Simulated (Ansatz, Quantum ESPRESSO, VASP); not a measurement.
## Code comparison for Sn2Pt (Fm-3m, 3 atoms in the cell)

Self-consistent single point, at a second geometry (lattice scaled by 0.98). First geometry:

```yaml
crystal:
  lattice:
    - [0.00000, 3.24309, 3.24309]
    - [3.24309, 0.00000, 3.24309]
    - [3.24309, 3.24309, 0.00000]
  atoms:
    - { symbol: Sn, position: [0.75000, 0.75000, 0.75000] }
    - { symbol: Sn, position: [0.25000, 0.25000, 0.25000] }
    - { symbol: Pt, position: [0.00000, 0.00000, 0.00000] }
```

Shared settings, as Ansatz (a program for electronic structure) writes them: kpoints.mp_grid.grid = 12 12 12; scf.occupations.method = gaussian; scf.occupations.width = 0.02 Ry. Potentials and cutoffs stand in the table.

```tsv
code	model	ΔF from the first geometry (meV/atom)	pressure (GPa)	cutoff
VASP	LDA (PZ), VASP's LDA PAW potentials (set 64)	-2.8	2.59	300 eV
Ansatz	LDA (PW92), PAW files made with PBE	-6.0	2.80	30.9 Ry
Quantum ESPRESSO	LDA (PZ), GBRV 1.5 ultrasoft (LDA) pseudopotentials	-6.2	2.47	40 Ry
```

For VASP (by 0.6 GPa) the energy change implies a higher mean pressure, against the two pressures, than for the other programs: a sign of finite-basis (Pulay) stress.

On Ansatz's run: spin-orbit coupling is off. Spin polarisation is off.

The spread over the programs that give each value: ΔF from the first geometry within 3.4 meV/atom; pressure within 0.33 GPa.

Ansatz's pressure is given at a fixed set of plane waves, as the other plane-wave codes print theirs. The same LDA comes in different parametrisations, which differ slightly.

VASP's run is marked for a possible Pulay error in its stress at this cutoff; no cutoff test was made.

The starting cell comes from a database of computed structures (which also holds hypothetical and non-ambient phases and stackings), without a prior relaxation at this level. For this run, on top of that: lattice scaled by 0.98.

Left out of this page: GPAW, Elk, FLEUR and SIESTA (not drawn, or without a comparable value).

Keys are those of Ansatz 0.2.
